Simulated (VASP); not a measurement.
Given:

```xyz
1
Lattice="-2.3879 2.3879 2.3879 2.3879 -2.3879 2.3879 2.3879 2.3879 -2.3879" Properties=species:S:1:pos:R:3 pbc="T T T"
Ba     0.0000     0.0000     0.0000
```

Method: LDA (Ceperley-Alder, Perdew-Zunger), VASP's LDA PAW potentials (set 64) (plane waves; VASP 6.6.1). Numerical set-up: 520 eV cut-off, Gaussian smearing of 0.050 eV, potentials Ba_sv.

### Question
Give the energies of bands 5 to 8 at the high-symmetry points, in eV from the Fermi level.

### Answer

```csv
band,Γ,H,N,P
5,-2.77,-0.72,-0.98,0.71
6,1.95,-0.72,0.64,0.71
7,1.95,5.16,1.86,0.71
8,1.95,5.16,3.62,4.41
```

It has no gap at this level: it comes out as a metal or semimetal.

The compound is Ba in the bcc structure. It was relaxed first, which changed the volume by -14 %.
